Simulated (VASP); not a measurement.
Runs of VASP 6.6.1 on P. The cell holds a slab with vacuum, 8 atoms: a = 3.302 Å, b = 4.328 Å, c = 25.373 Å, α = 90.00°, β = 90.00°, γ = 90.00°. The slab is cut from a database's or a generator's crystal, which needn't be the stable form of the element.

```tsv
level	k mesh	grid for exact exchange (PRECFOCK)	screening parameter	gap on the mesh (eV)	largest force (eV/Å)
HSE06	6 × 4 × 1	Fast	0.2 1/A	0.74	(b)
PBE+D3(BJ)	6 × 4 × 1	-	-	0.14	0.04
PBE+D3(BJ)	10 × 8 × 1	-	-	0.14	-
r2SCAN	10 × 8 × 1	-	-	0.28	(a)
```

Alike in all rows: task band structure; potentials or basis VASP PAW PBE potentials, release 64 (P); no spin polarisation; cell as given; cutoff (eV) 520; smearing gaussian 0.03 eV.

Problem. Fill in the values left out.

Solution. (a) 0.39; (b) 0.43.

Caveats: the PAW data sets were made with another functional, which shifts forces and pressure a little (some runs).

A k mesh can miss the band edges.

Not every run made on this cell is shown here.
